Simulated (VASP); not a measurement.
Level of theory: LDA (Ceperley-Alder, Perdew-Zunger), VASP's LDA PAW potentials (set 64) (plane waves; VASP 6.6.1).

VASP input:

INCAR:
```
SYSTEM = Se
LREAL = .FALSE.   # projection in real space or not
EDIFFG = -0.01
ISIF = 4
ALGO = Normal   # blocked Davidson
LMAXMIX = 4
EDIFF = 1E-7   # SCF stop (eV)
NELM = 100
LWAVE = .FALSE.
LCHARG = .FALSE.
NSW = 30   # most ionic steps
SIGMA = 0.05   # width (eV)
ISMEAR = 0   # Gaussian
LASPH = .TRUE.   # aspherical one-centre terms
ENCUT = 520   # plane-wave cut-off (eV)
IBRION = 2   # conjugate gradients
PREC = Accurate
```

POSCAR:
```
Se
1.0
  1.9360769497  -3.3533836340   0.0000000000
  1.9360769497   3.3533836340   0.0000000000
  0.0000000000   0.0000000000   5.0155587496
Se
3
Cartesian
  0.4949350726   0.8572526895   3.3437075049
  2.8822837543   0.0000000000   5.0155587496
  0.4949350726  -0.8572526895   1.6718512447
```

**KPOINTS**
```
Automatic mesh
0
Gamma
8 8 5
0 0 0
```

POTCAR, in this order: Se (LDA.64 set). Program: vasp_std.

Output of the run:

**OUTCAR**
```
 ion  position               nearest neighbor table
   1  0.000  0.256  0.667-   2 2.39   3 2.39
   2  0.744  0.744  0.000-   3 2.39   1 2.39
   3  0.256  0.000  0.333-   2 2.39   1 2.39
  LATTYP: Found a hexagonal cell.
 ALAT       =     3.8721538905
 C/A-ratio  =     1.2952891056
 Subroutine PRICEL returns:
 Original cell was already a primitive cell.
 Subroutine GETGRP returns: Found  6 space group operations
The static configuration has the point symmetry C_2 .
 The point group associated with its full space group is D_3 .
The dynamic configuration has the point symmetry C_2 .
 Subroutine INISYM returns: Found  6 space group operations
 Subroutine IBZKPT returns following result:
 Found     40 irreducible k-points:

 Following reciprocal coordinates:
            Coordinates               Weight
  0.000000  0.000000  0.000000      1.000000
  0.125000 -0.000000  0.000000      6.000000
  0.250000 -0.000000  0.000000      6.000000
  0.375000 -0.000000  0.000000      6.000000
  0.500000 -0.000000  0.000000      3.000000
  0.125000  0.125000  0.000000      6.000000
  0.250000  0.125000  0.000000     12.000000
  0.375000  0.125000  0.000000     12.000000
  0.250000  0.250000  0.000000      6.000000
  0.375000  0.250000  0.000000      6.000000
  0.000000  0.000000  0.200000      2.000000
  0.125000 -0.000000  0.200000      6.000000
 -0.000000  0.125000  0.200000      6.000000
  0.250000 -0.000000  0.200000      6.000000
 -0.000000  0.250000  0.200000      6.000000
  0.375000 -0.000000  0.200000      6.000000
 -0.000000  0.375000  0.200000      6.000000
  0.500000 -0.000000  0.200000      6.000000
  0.125000  0.125000  0.200000     12.000000
  0.250000  0.125000  0.200000     12.000000
 -0.125000  0.375000  0.200000     12.000000
...
```

### OSZICAR
```
       N       E                     dE             d eps       ncg     rms          rms(c)
DAV:   1     0.856566394398E+02    0.85657E+02   -0.76637E+03  1040   0.118E+03
DAV:   2    -0.687111529811E+01   -0.92528E+02   -0.88811E+02  1438   0.184E+02
DAV:   3    -0.124495216734E+02   -0.55784E+01   -0.55345E+01  1270   0.515E+01
DAV:   4    -0.125008661684E+02   -0.51344E-01   -0.51295E-01  1180   0.573E+00
DAV:   5    -0.125012449330E+02   -0.37876E-03   -0.37871E-03  1270   0.472E-01    0.859E+00
DAV:   6    -0.124377273965E+02    0.63518E-01   -0.33344E-02  1120   0.128E+00    0.525E+00
DAV:   7    -0.124141107100E+02    0.23617E-01   -0.62457E-02  1105   0.169E+00    0.189E-01
DAV:   8    -0.124131378625E+02    0.97285E-03   -0.83956E-03  1050   0.670E-01    0.119E-01
DAV:   9    -0.124131614629E+02   -0.23600E-04   -0.26949E-04  1290   0.123E-01    0.340E-02
DAV:  10    -0.124131569560E+02    0.45068E-05   -0.22904E-05  1195   0.352E-02    0.661E-03
DAV:  11    -0.124131571339E+02   -0.17785E-06   -0.47141E-06  1215   0.141E-02    0.300E-03
DAV:  12    -0.124131568212E+02    0.31269E-06   -0.72763E-07  1070   0.606E-03    0.110E-03
DAV:  13    -0.124131567022E+02    0.11900E-06   -0.14156E-07   555   0.249E-03    0.263E-04
DAV:  14    -0.124131566478E+02    0.54431E-07   -0.30828E-08   535   0.130E-03
   1 F= -.12413157E+02 E0= -.12413157E+02  d E =-.124132E+02
       N       E                     dE             d eps       ncg     rms          rms(c)
DAV:   1    -0.124357843161E+02   -0.22628E-01   -0.18296E+00  1040   0.841E+00    0.783E-01
DAV:   2    -0.124427294987E+02   -0.69452E-02   -0.95651E-02  1235   0.210E+00    0.224E-01
DAV:   3    -0.124416949319E+02    0.10346E-02   -0.13635E-03  1140   0.284E-01    0.119E-01
DAV:   4    -0.124414871932E+02    0.20774E-03   -0.86896E-04  1195   0.193E-01    0.311E-02
DAV:   5    -0.124414868780E+02    0.31522E-06   -0.11641E-04  1055   0.771E-02    0.168E-02
DAV:   6    -0.124414862818E+02    0.59622E-06   -0.63930E-06  1195   0.202E-02    0.681E-03
DAV:   7    -0.124414860199E+02    0.26191E-06   -0.57398E-07  1210   0.630E-03    0.139E-03
DAV:   8    -0.124414860216E+02   -0.16942E-08   -0.12514E-07   570   0.246E-03
   2 F= -.12441486E+02 E0= -.12441486E+02  d E =-.283294E-01
       N       E                     dE             d eps       ncg     rms          rms(c)
DAV:   1    -0.124430171723E+02   -0.15312E-02   -0.22965E+00  1040   0.942E+00    0.839E-01
DAV:   2    -0.124519843894E+02   -0.89672E-02   -0.12042E-01  1240   0.235E+00    0.251E-01
DAV:   3    -0.124507606068E+02    0.12238E-02   -0.15508E-03  1130   0.306E-01    0.134E-01
DAV:   4    -0.124504966365E+02    0.26397E-03   -0.10244E-03  1205   0.211E-01    0.327E-02
DAV:   5    -0.124504967780E+02   -0.14155E-06   -0.14123E-04  1045   0.850E-02    0.184E-02
DAV:   6    -0.124504960294E+02    0.74863E-06   -0.72294E-06  1160   0.216E-02    0.774E-03
DAV:   7    -0.124504957335E+02    0.29590E-06   -0.57766E-07  1240   0.633E-03    0.155E-03
DAV:   8    -0.124504957148E+02    0.18660E-07   -0.19032E-07   565   0.309E-03
   3 F= -.12450496E+02 E0= -.12450496E+02  d E =-.373391E-01
       N       E                     dE             d eps       ncg     rms          rms(c)
DAV:   1    -0.124505264075E+02   -0.30674E-04   -0.14235E-02  1040   0.743E-01    0.679E-02
DAV:   2    -0.124505825397E+02   -0.56132E-04   -0.73561E-04  1235   0.184E-01    0.189E-02
DAV:   3    -0.124505753235E+02    0.72162E-05   -0.89101E-06  1140   0.232E-02    0.101E-02
DAV:   4    -0.124505736300E+02    0.16935E-05   -0.59859E-06  1200   0.161E-02    0.235E-03
DAV:   5    -0.124505736320E+02   -0.20021E-08   -0.76939E-07  1055   0.629E-03
   4 F= -.12450574E+02 E0= -.12450574E+02  d E =-.374170E-01
       N       E                     dE             d eps       ncg     rms          rms(c)
DAV:   1    -0.124505567516E+02    0.16878E-04   -0.29438E-03  1040   0.338E-01    0.314E-02
DAV:   2    -0.124505683847E+02   -0.11633E-04   -0.15228E-04  1235   0.839E-02    0.859E-03
DAV:   3    -0.124505669118E+02    0.14729E-05   -0.18458E-06  1140   0.106E-02    0.457E-03
DAV:   4    -0.124505665751E+02    0.33667E-06   -0.12201E-06  1200   0.725E-03    0.108E-03
DAV:   5    -0.124505665746E+02    0.53467E-09   -0.15184E-07   559   0.285E-03
   5 F= -.12450567E+02 E0= -.12450567E+02  d E =-.374099E-01
       N       E                     dE             d eps       ncg     rms          rms(c)
DAV:   1    -0.124506537894E+02   -0.87214E-04   -0.33424E-03  1040   0.362E-01    0.313E-02
DAV:   2    -0.124506407030E+02    0.13086E-04   -0.95911E-05  1240   0.685E-02    0.163E-02
DAV:   3    -0.124506341567E+02    0.65462E-05   -0.11257E-05  1140   0.229E-02    0.370E-03
DAV:   4    -0.124506341093E+02    0.47450E-07   -0.11981E-06  1220   0.754E-03    0.194E-03
DAV:   5    -0.124506340988E+02    0.10516E-07   -0.26664E-08   525   0.128E-03
   6 F= -.12450634E+02 E0= -.12450634E+02  d E =-.675242E-04
       N       E                     dE             d eps       ncg     rms          rms(c)
DAV:   1    -0.124506944131E+02   -0.60304E-04   -0.46095E-03  1040   0.425E-01    0.366E-02
DAV:   2    -0.124506764055E+02    0.18008E-04   -0.13232E-04  1235   0.805E-02    0.191E-02
DAV:   3    -0.124506674065E+02    0.89990E-05   -0.15544E-05  1150   0.269E-02    0.436E-03
DAV:   4    -0.124506673413E+02    0.65160E-07   -0.16557E-06  1215   0.886E-03    0.229E-03
DAV:   5    -0.124506673268E+02    0.14527E-07   -0.36951E-08   545   0.150E-03
   7 F= -.12450667E+02 E0= -.12450667E+02  d E =-.100752E-03
```

**OUTCAR**
```
------------------------ aborting loop because EDIFF is reached ----------------------------------------
  FORCE on cell =-STRESS in cart. coord.  units (eV):
  Direction    XX          YY          ZZ          XY          YZ          ZX
  --------------------------------------------------------------------------------------
  Total        1.0098775      1.0098775      1.0235311      0.0000000     -0.0000000      0.0000000
  in kB       24.8441486     24.8441484     25.1800411      0.0000000     -0.0000000      0.0000000
  external PRESSURE =      24.9561127 kB  Pullay stress =       0.0000000 kB
  volume of cell :       65.13
      direct lattice vectors                 reciprocal lattice vectors
     1.913089140 -3.313567578  0.000000000     0.261357398 -0.150894765  0.000000000
     1.913089140  3.313567578 -0.000000000     0.261357398  0.150894765 -0.000000000
     0.000000000  0.000000000  5.136817519     0.000000000  0.000000000  0.194673063
 POSITION                                       TOTAL-FORCE (eV/Angst)
 -----------------------------------------------------------------------------------
      2.42251     -2.43123      3.42455         0.001524      0.002640     -0.000000
      2.80734      0.00000      0.00000        -0.003049      0.000000     -0.000000
      2.42251      2.43123      1.71227         0.001524     -0.002640      0.000000
 -----------------------------------------------------------------------------------
    total drift:                               -0.000243     -0.000441      0.000014
  FREE ENERGIE OF THE ION-ELECTRON SYSTEM (eV)
  ---------------------------------------------------
  free  energy   TOTEN  =       -12.4506673268 eV

  energy  without entropy=      -12.4506673268  energy(sigma->0) =      -12.45066733

 reached required accuracy - stopping structural energy minimisation
```
(Selected blocks of OUTCAR.)

File CONTCAR:
```
Se
   1.00000000000000
     1.9130891404808390   -3.3135675784690881    0.0000000000000000
     1.9130891404808390    3.3135675784690881   -0.0000000000000000
     0.0000000000000000    0.0000000000000000    5.1368175188942278
  Se
     3
Direct
     0.9999999999996179    0.2662798395652819    0.6666669999999968
     0.7337201604351002    0.7337201604351002    0.0000000000000000
     0.2662798395652819    0.9999999999996179    0.3333330000000032
```

OUTCAR:
```
 val. band max:        4.9552271842   @ k =   0.3750   0.2500   0.4000

 cond. band min:       5.7651392924   @ k =   0.0000   0.0000   0.4000


 Fermi energy:         5.2325178146

 k-point     1 :       0.0000    0.0000    0.0000
  band No.  band energies     occupation
      1     -11.5404      2.00000
      2      -7.2130      2.00000
      3      -7.2130      2.00000
      4       1.4367      2.00000
      5       1.8750      2.00000
      6       1.8750      2.00000
      7       3.1347      2.00000
      8       3.1347      2.00000
      9       4.2540      2.00000
     10       6.4517      0.00000
     11       6.4517      0.00000
     12       7.2425      0.00000
     13      11.2924      0.00000

 k-point     2 :       0.1250   -0.0000    0.0000
  band No.  band energies     occupation
      1     -11.3963      2.00000
      2      -7.2379      2.00000
      3      -7.1611      2.00000
      4       0.4424      2.00000
      5       1.2045      2.00000
      6       1.5667      2.00000
      7       3.5481      2.00000
      8       3.9517      2.00000
      9       4.4370      2.00000
     10       6.0917      0.00000
     11       6.3465      0.00000
     12       7.0613      0.00000
     13      10.9151      0.00000

 k-point     3 :       0.2500   -0.0000    0.0000
  band No.  band energies     occupation
      1     -10.9878      2.00000
      2      -7.4082      2.00000
      3      -7.0245      2.00000
      4      -0.6641      2.00000
      5       0.3607      2.00000
      6       1.0193      2.00000
      7       3.2192      2.00000
      8       3.9840      2.00000
      9       4.2326      2.00000
     10       6.2198      0.00000
     11       6.5110      0.00000
     12       7.5494      0.00000
     13       9.7925      0.00000

 k-point     4 :       0.3750   -0.0000    0.0000
  band No.  band energies     occupation
      1     -10.4220      2.00000
      2      -7.8310      2.00000
      3      -6.8710      2.00000
...
```

The compound is Se in the trig structure. This cell is one point of a volume scan, at 0.94 of the reference volume. Symmetry was kept, so distortions that lower it aren't found.
